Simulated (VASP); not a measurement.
```
PbS
1.0
    2.94844    -2.94840     0.00262
    2.94844     2.94840     0.00262
   -2.05437     0.00000    22.11141
Pb S
2 2
Cartesian
  2.36839  -0.04963  20.71964
  1.47412  -0.04963   1.39701
 -0.58213  -0.07008  20.84219
  4.42464  -0.07008   1.27446
```

The numbers are results of PBEsol GGA, VASP's PBE PAW potentials (set 64) (plane waves; VASP), not measurements. Settings: 400 eV cut-off, Gaussian smearing of 0.050 eV, potentials Pb_d S.

The cell holds a wide vacuum, so values per volume refer to the whole cell. Unless said otherwise, spin-orbit coupling is left out, though it shifts the bands of the heavy elements here.

Question: Give the energies of bands 14 to 23 at the high-symmetry points, in eV from the valence-band maximum.

Answer: 
```
band      Γ      A     I2     M2      Y     V2
----  -----  -----  -----  -----  -----  -----
14    -5.62  -5.62  -7.02  -7.02  -7.02  -7.97
15    -3.44  -3.44  -4.57  -4.57  -4.57  -2.07
16    -2.81  -2.81  -4.57  -4.57  -4.57  -2.06
17    -2.81  -2.81  -3.14  -3.14  -3.14  -1.27
18    -1.69  -1.69  -3.14  -3.14  -3.14  -1.27
19    -1.69  -1.69  -1.65  -1.65  -1.65  -0.25
20    -0.46  -0.46  -1.65  -1.65  -1.65  -0.25
21     1.86   1.86   4.00   4.01   4.01   1.76
22     3.91   3.93   4.01   4.01   4.01   1.76
23     4.57   4.44   5.19   5.18   5.18   2.81
```

The gap is direct, 1.54 eV, from the valence maximum at L2-Γ at 0.18 to the conduction minimum at L2-Γ at 0.18.

The cell is a sheet with vacuum, built from a database entry that may be metastable or hypothetical.
